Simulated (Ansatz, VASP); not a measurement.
# La2LuN3 in VASP and in Ansatz

```
La Lu N
1.0
     3.62117    0.00000    0.00000
    -1.81059    3.13603    0.00000
     0.00000    0.00000    8.93622
La Lu N
2 1 3
Direct
  0.33333 0.66667 0.67608
  0.66667 0.33333 0.32392
  0.00000 0.00000 0.00000
  0.00000 0.00000 0.50000
  0.33333 0.66667 0.14913
  0.66667 0.33333 0.85087
```

Change from the starting cell: species swapped into the Na3BrCl2 type (P-3m1, No. 164).

Alike in both runs: functional PBE; k mesh 6 × 6 × 2; occupations gaussian, width 0.1 eV; no spin polarisation.

Ansatz relaxed the structure, and its values are those at the end. VASP's run is a single point on that final structure, the one shown.

|  | VASP | Ansatz |
| --- | --- | --- |
| version | VASP 6.6.1 | Ansatz 0.2.0 |
| potentials or method | VASP PAW PBE potentials, release 64 (La, Lu, N) | scalar-relativistic, plane waves, PAW |
| plane-wave cutoff (eV) | 520 | 420 |
| valence electrons in the cell | 62 | 62 |

Ansatz gave:

| Property | Result |
| --- | --- |
| gap on the k mesh at the Fermi level (eV) | 0.24 |
| least direct gap on the mesh (eV) | 0.26 |
| pressure (GPa) | -0.1 |
| rms of the force components (eV/Å) | 0.004 |

Task: Which values does VASP return?

Result: gap on the k mesh at the Fermi level (eV): 0.24; least direct gap on the mesh (eV): 0.26; pressure (GPa): -0.1; rms of the force components (eV/Å): 0.014.

Caveats: spin-orbit coupling is left out, which moves the levels of the heavy elements.
